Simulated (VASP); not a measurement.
Here is the system:

```
CELL_PARAMETERS angstrom
      1.37832    -2.38733     0.00000
      1.37832     2.38733     0.00000
      0.00000     0.00000     4.46655
ATOMIC_POSITIONS crystal
  Re 0.33333 0.66667 0.25000
  Re 0.66667 0.33333 0.75000
```

Computed with r2SCAN meta-GGA, VASP's PBE PAW potentials (set 64) (plane waves; VASP 6.6.1). Run with 520 eV cut-off, 17×17×9 Γ-centred mesh, tetrahedra with Blöchl corrections, potentials Re.

Unless said otherwise, spin-orbit coupling is left out, though it shifts the bands of the heavy elements here.

Problem. Predict the energy per atom (σ→0), band gap (over mesh and band path) with the smallest direct gap where there is one.

Solution. 
```yaml
band gap (over mesh and band path): none (metal, semimetal or under 0.01 eV)
energy per atom (σ→0): -52.451 eV/atom
```

The absolute energy has meaning only against runs of the same code, potentials and settings.

The compound is Re in the hcp structure. It was relaxed first.
